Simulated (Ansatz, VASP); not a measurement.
## Cu3SF: VASP beside Ansatz

```
CELL_PARAMETERS angstrom
3.99583 0.00000 0.00000
0.00000 3.99583 0.00000
0.00000 0.00000 3.99583
ATOMIC_POSITIONS crystal
S 0.00000 0.00000 0.00000
F 0.50000 0.50000 0.50000
Cu 0.50000 0.50000 0.00000
Cu 0.50000 0.00000 0.50000
Cu 0.00000 0.50000 0.50000
```

The cell comes from a database or a generator and needn't be the stable form of this composition.

Alike in both runs: task single point; functional LDA; k mesh 4 × 4 × 4; occupations gaussian, width 0.05 eV; no spin polarisation.

|  | VASP | Ansatz |
| --- | --- | --- |
| version | VASP 6.6.1 | Ansatz 0.2.0 |
| potentials or method | VASP PAW LDA potentials, release 64 (S, F, Cu) | scalar-relativistic, plane waves, PAW |
| plane-wave cutoff (eV) | 520 | 420 |
| valence electrons in the cell | 46 | 70 |

|  | VASP | Ansatz | Ansatz less VASP |
| --- | --- | --- | --- |
| gap on the k mesh at the Fermi level (eV) | none | none | - |
| pressure (GPa) | 0.7 | 0.2 | -0.49 |

A gap of «none» marks a metal or a gap that the smearing closes. The two sets of potentials don't hold the same shells in valence.

Caveats: the k mesh is coarse (spacing up to 0.39 Å⁻¹), so the values aren't converged; the run has no spin polarisation, though such a crystal can be magnetic; semilocal functionals often make such compounds metallic where correlation or magnetic order opens a gap, which also shifts bond lengths. With open d or f shells a metallic result of LDA can be an artefact of self-interaction; +U or a hybrid may open a gap.
